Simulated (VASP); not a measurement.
A VASP calculation is set up with these files.

**INCAR**
```
# general
SYSTEM  = Ga2HgTe4
PREC    = Accurate
ENCUT   = 300
LREAL   = F
LASPH   = T

# electronic loop
EDIFF   = 1E-6
NELM    = 100
ALGO    = Normal
LMAXMIX = 6

# smearing
ISMEAR  = -1
SIGMA   = 0.01

# functional
GGA     = PS

# ions
ISIF    = 2

# output
LWAVE   = F
LCHARG  = F
```

KPOINTS:
```
Automatic
0
Gamma
 3 3 3
0 0 0
```

POSCAR:
```
Ga2HgTe4
1
   -3.1016100000     3.1016100000     5.9589550000
    3.1016100000    -3.1016100000     5.9589550000
    3.1016100000     3.1016100000    -5.9589550000
Ga Hg Te
2 1 4
Direct
  0.5000000000   0.5000000000   0.0000000000
  0.2500000000   0.7500000000   0.5000000000
  0.0000000000   0.0000000000   0.0000000000
  0.6079400000   0.1369200000   0.0204800000
  0.8630800000   0.8835600000   0.4710200000
  0.1164400000   0.5874600000   0.9795200000
  0.4125400000   0.3920600000   0.5289800000
```

POTCAR, in this order: Ga_d Hg Te (PBE.64 set). Program: vasp_std.

Problem. Write an equivalent input for Ansatz.

Solution. One equivalent input (not run):
Ansatz 0.2 input:
```yaml
crystal:
  lattice:
    - [-3.1016100, 3.1016100, 5.9589550]
    - [3.1016100, -3.1016100, 5.9589550]
    - [3.1016100, 3.1016100, -5.9589550]
  atoms:
    - { symbol: Ga, position: [0.5000000, 0.5000000, 0.0000000] }
    - { symbol: Ga, position: [0.2500000, 0.7500000, 0.5000000] }
    - { symbol: Hg, position: [0.0000000, 0.0000000, 0.0000000] }
    - { symbol: Te, position: [0.6079400, 0.1369200, 0.0204800] }
    - { symbol: Te, position: [0.8630800, 0.8835600, 0.4710200] }
    - { symbol: Te, position: [0.1164400, 0.5874600, 0.9795200] }
    - { symbol: Te, position: [0.4125400, 0.3920600, 0.5289800] }
kpoints:
  mp_grid: { grid: [3, 3, 3] }
hamiltonian:
  xc: pbesol
  pseudopotentials: { kind: paw }
scf:
  occupations: { method: fermi_dirac, width: 0.01 }
  max_iter: 100
output: { forces: true, stress: true, eigenvalues: true }
```
The two are equivalent in intent, not identical: each code has its own PAW files, so the cut-off isn't converted (ENCUT is set for VASP's; basis.ecutwfc is left out, and Ansatz then takes the one that its files recommend); Ansatz stops its SCF on the density residual and VASP on the energy change (EDIFF).

The structure comes from a computed database's Ga2HgTe4 entry (I-4); how it stands against other phases isn't given here. The cell was not relaxed at this level. The k-mesh is coarse (spacing up to 0.48 per Å, 2π included), so the numbers may not be converged in it.
